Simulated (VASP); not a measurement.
All values below come from PBE GGA, VASP's PBE PAW potentials (set 64) (plane waves; VASP 6.6.1).

A VASP calculation is set up with these files.

INCAR:
```
ISIF=2   ! forces and stress, cell fixed
ISMEAR=0
SIGMA=0.05   ! width (eV)
GGA=PE   ! PBE
LWAVE=.FALSE.
ENCUT=520   ! plane-wave cut-off (eV)
KSPACING=0.4
LMAXMIX=6   ! l cut-off of mixed one-centre charges
LREAL=.FALSE.   ! projection in real space or not
LCHARG=.FALSE.
SYSTEM=CeO2
PREC=Accurate
LASPH=.TRUE.   ! aspherical one-centre terms
EDIFF=1E-6   ! SCF stop (eV)
KGAMMA=.FALSE.
ALGO=Normal
NELM=100   ! most electronic steps
```

POSCAR:
```
CeO2
1.0
  0.0000000000   2.7050000000   2.7050000000
  2.7050000000   0.0000000000   2.7050000000
  2.7050000000   2.7050000000   0.0000000000
Ce O
1 2
Direct
  0.0000000000   0.0000000000   0.0000000000
  0.2500000000   0.2500000000   0.2500000000
  0.7500000000   0.7500000000   0.7500000000
```

POTCAR, in this order: Ce O (PBE.64 set). Program: vasp_std.

What will the output report for the number of irreducible k-points (NKPTS), number of bands (NBANDS), largest plane-wave count, number of space-group operations, FFT grid (NGX, NGY, NGZ)?

```json
{
  "number of irreducible k-points (NKPTS)": "28",
  "number of bands (NBANDS)": "16",
  "largest_plane_wave_count": "1076",
  "number_of_space_group_operations": "48",
  "FFT grid (NGX, NGY, NGZ)": "28 × 28 × 28"
}
```

The compound is CeO2 in the fluorite structure. The cell was not relaxed at this level. The run is one of a series of settings (KGAMMA = .FALSE., KSPACING = 0.4, KPOINTS file removed against the base run), some of them coarse on purpose. The run is not spin-polarised, so no magnetic state was tried.
